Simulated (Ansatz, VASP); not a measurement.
# Mg (Mg strained to the junction's net) in two plane-wave programs

Wanted: the spread between two codes on one cell, functional and k mesh. The structure shown is the end of the Ansatz relaxation below.

Program: Ansatz 0.2.0. Level of theory: plane waves, with VASP 6.6.1 beside it; single point at PBE. Results are calculated unless marked as measured.

**1. Set-up**

It takes space group P6_3/mmc (No. 194, hexagonal). The conventional cell has a = 3.290 Å, b = 3.290 Å, c = 5.091 Å, α = 90.00°, β = 90.00°, γ = 120.00°. Nearest to Mg lie 12 Mg at 3.18 to 3.29 Å.

**2. Ansatz: relaxation, PBE**

Ansatz runs on its default PAW (the set named soft_2) files.

This run makes the geometry at which the two programs are then compared.

The input, input.yaml:

```yaml
crystal:
  lattice:
    - [3.29, 0.0, 0.0]
    - [-1.645, 2.8492235785, 0.0]
    - [0.0, 0.0, 5.0761128527]
  atoms:
    - { symbol: Mg, position: [0.0, 0.0, 0.0] }
    - { symbol: Mg, position: [0.3333333333, 0.6666666667, 0.5] }
kpoints:
  mp_grid: { grid: [12, 12, 6] }
scf:
  occupations: { method: fermi_dirac, width: 0.1 }
  max_iter: 150
hamiltonian:
  xc: pbe
relax:
  f_tol: 0.01
  max_steps: 40
  cell: { fix: [a, b, angles] }
```

The run is started by

```console
ansatz run input.yaml --threads 4 --pin off --max-ram 16384MiB --backend cpu --events-out ev --progress --plain --runs-dir out
```

Numbers of over 12 decimals in the logs are rounded to 6 here.

Log:

```text
Engine: ansatz 0.2.0, aarch64-unknown-linux-gnu
Pseudopotentials: kind: paw
Pseudopotential: Mg, paw, valence charge 10, recommended cutoff 420 eV (normal), Mg.paw.azcp
Functional definition: PBE
  parameter kappa = 0.804
  parameter beta = 0.066725
  exchange = pbe_x(kappa = kappa, mu = beta*pi^2/3)
  correlation = pbe_c(beta = beta)
Crystal: 2 atoms, lattice volume = 47.583 Å³
Basis set: ecut = 420 eV, 953 PW (Γ), exchange–correlation on 48×48×72 points (8 copies of the dense FFT grid, shifted against one another)
Bands: 14, of which v1, the nominal top of the filled ones, is band 10 counted from 1 (9 counted from 0)
Symmetry: 24 space group operations
Space group: P63/mmc (ITA 194), of the structure as read, at distance tolerance 3.6e-5 Å
k-points: 76 of 864
Non-local potential: Mg, projectors of the file, l = 0: 3, l = 1: 2, l = 2: 1
PAW form: soft (Blöchl's): semilocal exchange-correlation on the pseudo side does not see the compensation charge
PAW one-centre angular grid: Mg, 110 points (default); XC on 64 Gauss nodes
Initial density: superposition of atomic densities (neutral atoms: chi_scale 0, normalization atom), corrected by the library's trained network
Initial wavefunctions: pseudopotential atomic-orbital guess
Functional: x = pbe(κ = 0.804, μ = 0.219515), c = pbe(β = 0.066725)
SCF iter   1: F=—  HF=-3847.608657 eV  |F-HF|=—  |Δ(HF+E_count)|=         —  Δρ=9.01e-4  dr2=4.42e-4  ethr=1.77e-3  ⟨swp⟩=5.0  Hψ=5328  notcnv=0
preconditioner: auto → none  [metal: Δε(μ)=0.167 eV  Ē_g=6.727 eV  σ=0.100 eV  W_gap=0.39  n_scr=8 (ndim 8)  ℏωp=10.8 eV  f_vac=0.000  D(μ)=0.70/eV (n_scr^D=2)  sad-step TF]
SCF iter   2: F=—  HF=-3847.608256 eV  |F-HF|=—  |Δ(HF+E_count)|=   4.01e-4  Δρ=6.06e-4  dr2=2.06e-4  ethr=2.21e-6  ⟨swp⟩=2.0  Hψ=2224  notcnv=0
SCF iter   3: F=—  HF=-3847.608281 eV  |F-HF|=—  |Δ(HF+E_count)|=   2.50e-5  Δρ=2.71e-4  dr2=1.77e-5  ethr=1.03e-6  ⟨swp⟩=2.0  Hψ=1828  notcnv=0
SCF iter   4: F=—  HF=-3847.608251 eV  |F-HF|=—  |Δ(HF+E_count)|=   2.99e-5  Δρ=1.09e-4  dr2=2.12e-6  ethr=8.87e-8  ⟨swp⟩=2.8  Hψ=2184  notcnv=0
iter 5 did not close the SCF: its close was put off for the readings that it lacked (scf_convergence_deferred on its scf_iter line)
SCF iter   5: F=-3847.608248 eV  HF=-3847.608248 eV  |F-HF|=7.14e-9  |Δ(HF+E_count)|=   2.36e-6  Δρ=4.39e-6  dr2=4.32e-9  ethr=1.06e-8  ⟨swp⟩=2.0  Hψ=1790  notcnv=0
SCF iter   6: F=-3847.608248 eV  HF=-3847.608248 eV  |F-HF|=9.97e-10  |Δ(HF+E_count)|=   8.12e-9  Δρ=1.87e-6  dr2=6.08e-10  ethr=2.16e-11  ⟨swp⟩=2.0  Hψ=3494  notcnv=0
SCF 1 converged in 6 iterations: F = -3847.608248 eV  dr2 = 6.08e-10
  greatest PAW one-centre occupation: 1.000 electrons in one spin orbital (limit 2), on the Mg atom at site 1 (counted from 0), in its partial waves of l = 0
relax step   1: F+E_penalty+E_count = -3847.60824828 eV  Δ(F+E_penalty+E_count) = +0.000e0 eV  max|allowed force component| = 9.252e-18 eV/Å  Δτ_max = 0.0000 Å  P = -1.111 GPa  Ω = 47.583 Å³  fix = [a, b, alpha, beta, gamma]  reactions: a -1.773, b -1.773 GPa  (6 SCF iters, dr2 threshold 1.00e-7 eV, accepted)
[...]
relax step   2: F+E_penalty+E_count = -3847.60833197 eV  Δ(F+E_penalty+E_count) = -8.369e-5 eV  max|allowed force component| = 8.327e-17 eV/Å  Δτ_max = 0.0000 Å  P = -1.180 GPa  Ω = 47.680 Å³  energy of the carried Pulay correction = -1.760e-6 eV  fix = [a, b, alpha, beta, gamma]  reactions: a -1.804, b -1.804 GPa  (2 SCF iters, dr2 threshold 1.15e-7 eV, accepted)
[...]
relax step   3: F+E_penalty+E_count = -3847.60834093 eV  Δ(F+E_penalty+E_count) = -8.966e-6 eV  max|allowed force component| = 6.245e-17 eV/Å  Δτ_max = 0.0000 Å  P = -1.212 GPa  Ω = 47.726 Å³  energy of the carried Pulay correction = -2.589e-6 eV  fix = [a, b, alpha, beta, gamma]  reactions: a -1.819, b -1.819 GPa  (3 SCF iters, dr2 threshold 1.18e-8 eV, accepted)
[...]
relax step   4: F+E_penalty+E_count = -3847.60834353 eV  Δ(F+E_penalty+E_count) = -2.595e-6 eV  max|allowed force component| = 6.476e-17 eV/Å  Δτ_max = 0.0000 Å  P = -1.213 GPa  Ω = 47.726 Å³  fix = [a, b, alpha, beta, gamma]  reactions: a -1.819, b -1.819 GPa  stress off target by 3.93e-4 GPa on what of the cell is left free  SCF on the basis re-selected at this cell (its energy is not comparable with the rows above)  (3 SCF iters)
basis re-selected at this cell: Δ(F+E_penalty+E_count) = -2.595e-6 eV, ΔP = -0.000 GPa vs the last step (what re-selecting the basis moved, of the pressure what is left beyond the Pulay correction that the steps carried, after the strain that the cell walked since its last selection, with what the two solves' SCF thresholds leave and, on support functions, any second-order correction that the steps lacked; it is no m [...]
SCF converged after 3 iterations
Free energy (F): -3847.608344 eV
Harris-Foulkes:  -3847.608344 eV  (|F-HF|=8.64e-12)
Internal energy: -3847.583745 eV  (E = F + TS)
E sigma→0 (E₀):  -3847.596044 eV
Entropy (-TS):   -0.024598 eV (-12.299 meV/atom)
Fermi energy:    5.306203 eV
--- Per-component energies (eV) ---
  E_band       = -721.870259
  E_kinetic    = 149.169493
  E_local      = -3272.278701  (includes V_loc(G=0)·N_el)
  E_nonlocal   = 191.393138
  E_hartree    = 1169.857075
  E_xc         = -56.514483
  E_vxc        = -72.890934  (∫ρ·V_xc dr)
  E_paw        = -585.244026  (= ΣΔE_a)
  E_vpaw       = -56.977313  (= ΣTr[D̂ρ^β])
  E_aug_tail   = -0.000006  (compensation charges beyond the density's cutoff)
  E_ewald      = -1443.966236
  E_smearing   = -0.024598  (= −TS)
  E_closure    = 0.000000  (closes the sum)
  Σ components = -3847.608344   (vs F -3847.608344, Δ=0.00e0)
--- Forces (eV/Å), atoms counted from 1 ---
  atom   1  Mg     0.00000000    -0.00000000     0.00000000
  atom   2  Mg     0.00000000     0.00000000     0.00000000
  max |Σ_I F_I| component: 1.39e-17 eV/Å
--- Stress (GPa, compression-positive) ---
       -1.819023       0.000000       0.000000
        0.000000      -1.819023       0.000000
        0.000000       0.000000       0.000393
  P = ⅓ Tr σ = -1.2126 GPa (-12.126 kbar)
--- Relaxed structure (3 steps of the walk, 3 accepted, 1 SCFs on fresh bases) ---
  F+E_penalty+E_count = -3847.60834353 eV   max|allowed force component| = 6.476e-17 eV/Å   (the final SCF, on the basis selected at the relaxed cell)
  cell:  # Å, volume = 47.7260 Å³
    - [3.290000, 0, 0.0]
    - [-1.645000, 2.849224, 0.0]
    - [0.0, 0.0, 5.091341]
  atoms:
    - { symbol: Mg, position: [9.25185853962003e-18, -5.08852219630634e-17, 0.0] }
    - { symbol: Mg, position: [0.333333, 0.666667, 0.5] }
```

**3. VASP: single point, PBE**

The same cell, functional, mesh and smearing now go to VASP, with its own data sets.

Lines of VASP's logs that name or quote its potential files are left out, and so is its time.

The input, INCAR:

```
SYSTEM = Mg
PREC = Accurate
ENCUT = 600
EDIFF = 1E-06
NELM = 120
ISMEAR = -1
SIGMA = 0.1
LREAL = .FALSE.
ALGO = Normal
GGA = PE
NBANDS = 8
LORBIT = 11
LWAVE = .FALSE.
LCHARG = .FALSE.
ISIF = 2
LASPH = .TRUE.
GGA_COMPAT = .FALSE.
```

The input, POSCAR:

```
Mg
1.0
    3.2900000000      0.0000000000      0.0000000000
   -1.6450000000      2.8492235785      0.0000000000
    0.0000000000      0.0000000000      5.0913411423
Mg
2
Direct
    0.0000000000      1.0000000000      0.0000000000
    0.3333333334      0.6666666666      0.5000000000
```

The input, KPOINTS:

```
Automatic mesh
0
Gamma
12 12 6
0 0 0
```

The projector-augmented-wave data sets are Mg (PBE family, release 64).

The run is started by

```console
mpirun -np 1 vasp_std
```

Log:

```text
[banner, memory and clock lines left out]
running    1 mpi-ranks, on    1 nodes
 distrk:  each k-point on    1 cores,    1 groups
 distr:  one band on    1 cores,    1 groups

 POSCAR found type information on POSCAR Mg
 POSCAR found :  1 types and       2 ions
 LDA part: xc-table for (Slater+PW92), standard interpolation
 POSCAR, INCAR and KPOINTS ok, starting setup
 FFT: planning ... GRIDC
 FFT: planning ... GRID_SOFT
 FFT: planning ... GRID
 WAVECAR not read
 entering main loop
       N       E                     dE             d eps       ncg     rms          rms(c)
DAV:   1    -0.245487220604E+00   -0.24549E+00   -0.15661E+03  1216   0.396E+02
DAV:   2    -0.300772599647E+01   -0.27622E+01   -0.26856E+01  1568   0.242E+01
DAV:   3    -0.302782879247E+01   -0.20103E-01   -0.20077E-01  1712   0.244E+00
DAV:   4    -0.302788338493E+01   -0.54592E-04   -0.54592E-04  1672   0.109E-01
DAV:   5    -0.302788352484E+01   -0.13991E-06   -0.13997E-06  1704   0.446E-03    0.966E-01
DAV:   6    -0.302211189462E+01    0.57716E-02   -0.71120E-04  1512   0.236E-01    0.619E-01
DAV:   7    -0.301465918392E+01    0.74527E-02   -0.28255E-03  1280   0.414E-01    0.351E-02
DAV:   8    -0.301467351412E+01   -0.14330E-04   -0.16233E-05  1984   0.280E-02    0.786E-03
DAV:   9    -0.301467206063E+01    0.14535E-05   -0.13085E-06  1360   0.617E-03    0.627E-04
DAV:  10    -0.301467177540E+01    0.28523E-06   -0.53341E-09   952   0.530E-04
   1 F= -.30146718E+01 E0= -.30023955E+01  d E =-.245525E-01
```

From OUTCAR (step 3):

```text
ion  position               nearest neighbor table
   1  0.000  0.000  0.000-   2 3.18   2 3.18   2 3.18   2 3.18   2 3.18   2 3.18
   2  0.333  0.667  0.500-   1 3.18   1 3.18   1 3.18   1 3.18   1 3.18   1 3.18

  LATTYP: Found a hexagonal cell.
 ALAT       =     3.2900000000
 C/A-ratio  =     1.5475201040

 Subroutine GETGRP returns: Found 24 space group operations
 (whereof 12 operations were pure point group operations)

The static configuration has the point symmetry D_3h.
 The point group associated with its full space group is D_6h.

 Found     76 irreducible k-points:

   k-points           NKPTS =     76   k-points in BZ     NKDIM =     76   number of bands    NBANDS=      8

   dimension x,y,z NGX =    28 NGY =   28 NGZ =   42
   dimension x,y,z NGXF=    56 NGYF=   56 NGZF=   84

   ENCUT  =  600.0 eV  44.10 Ry    6.64 a.u.   6.57  6.57 10.17*2*pi/ulx,y,z

   NELECT =       4.0000    total number of electrons

 k-points in reciprocal lattice and weights: Automatic mesh
   0.00000000  0.00000000  0.00000000       0.001
   0.08333333  0.00000000  0.00000000       0.007
   0.16666667  0.00000000  0.00000000       0.007
   0.25000000  0.00000000  0.00000000       0.007
   0.33333333  0.00000000  0.00000000       0.007
   0.41666667  0.00000000  0.00000000       0.007
   0.50000000  0.00000000  0.00000000       0.003
   0.08333333  0.08333333  0.00000000       0.007
   0.16666667  0.08333333  0.00000000       0.014
[...]
0.33333333  0.25000000  0.50000000       0.014
   0.33333333  0.33333333  0.50000000       0.002

 average (electrostatic) potential at core
       1 -39.4863       2 -39.4863

 E-fermi :   2.4011

 k-point     1 :       0.0000    0.0000    0.0000
  band No.  band energies     occupation
      1      -4.3326      2.00000
      2       1.0653      2.00000
      3       1.6346      1.99906
      4      12.5799      0.00000
      5      12.5799      0.00000
      6      12.6592      0.00000
      7      12.6592      0.00000
      8      14.1059      0.00000

 k-point     2 :       0.0833    0.0000    0.0000
  band No.  band energies     occupation
      1      -4.2036      2.00000
      2       1.1831      1.99999
      3       1.7596      1.99673
      4      10.4419      0.00000
      5      11.4064      0.00000
      6      12.3119      0.00000
      7      14.0411      0.00000
      8      15.1966      0.00000

 k-point     3 :       0.1667    0.0000    0.0000
  band No.  band energies     occupation
      1      -3.8177      2.00000
      2       1.5366      1.99965
      3       2.1294      1.87604
      4       8.0471      0.00000
      5      10.4156      0.00000
      6      11.2182      0.00000
      7      12.8743      0.00000
      8      13.9371      0.00000

  Total       -0.5783767     -0.5783767     -0.0379432      0.0000000     -0.0000000      0.0000000
  in kB      -19.4163109    -19.4163109     -1.2737675      0.0000000     -0.0000000      0.0000000
  external PRESSURE =     -13.3687965 kB  Pullay stress =       0.0000000 kB

  energy-cutoff  :      600.00
  volume of cell :       47.73
      direct lattice vectors                 reciprocal lattice vectors
     3.290000000  0.000000000  0.000000000     0.303951368  0.175486404  0.000000000
    -1.645000000  2.849223579  0.000000000     0.000000000  0.350972808  0.000000000
     0.000000000  0.000000000  5.091341142     0.000000000  0.000000000  0.196411902

 POSITION                                       TOTAL-FORCE (eV/Angst)
 -----------------------------------------------------------------------------------
      0.00000      0.00000      0.00000         0.000000     -0.000000      0.000000
      0.00000      1.89948      2.54567        -0.000000      0.000000      0.000000
 -----------------------------------------------------------------------------------
    total drift:                                0.000000     -0.000000     -0.000000

  FREE ENERGIE OF THE ION-ELECTRON SYSTEM (eV)
  ---------------------------------------------------
  free  energy   TOTEN  =        -3.0146717754 eV

  energy  without entropy=       -2.9901192634  energy(sigma->0) =       -3.00239552

 total charge
# of ion       s       p       d       tot
------------------------------------------
    1        0.208   0.120   0.011   0.338
    2        0.208   0.120   0.011   0.338
--------------------------------------------------
tot          0.415   0.239   0.021   0.676

[... 3 further parts left out ...]
```

The run ends at a pressure of -1.34 GPa.

**4. Differences**

Known differences besides the potentials themselves: the data sets hold 20 valence electrons in Ansatz (on its default PAW (the set named soft_2) files) and 4 in VASP; the cutoff is 420 eV in Ansatz and 600 eV in VASP; Ansatz's pressure holds a Pulay correction, VASP's none. Total energies have different zeros and are not compared.

The two programs side by side:

```tsv
quantity	Ansatz	VASP	difference
pressure (GPa)	-1.21	-1.34	+0.12
```

**5. Summary of results**

```json
{"difference in pressure (single point, PBE)": "0.12 GPa"}
```

The difference in pressure is 0.12 GPa (single point, PBE), within the 1 GPa picked in this series as the mark of a large difference. The data sets hold unlike numbers of valence electrons (20 in Ansatz and 4 in VASP), so part of the differences comes from the potentials. Such differences can come from data sets, numerical settings and the points named under the comparisons, not from the functional's error against experiment.

[Lines on the potential files, build, host, timing and source positions are cut from VASP's logs without a mark.]

[Logs are printed without paths, hosts, clocks, repeated set-up lines and the standing remarks that a program may print on its own settings, such as how far it seeks lower states.]

[Hosts, paths, dates, database ids (printed as entryN), source tags and the programs' standing remarks are cut or masked in the printed files.]
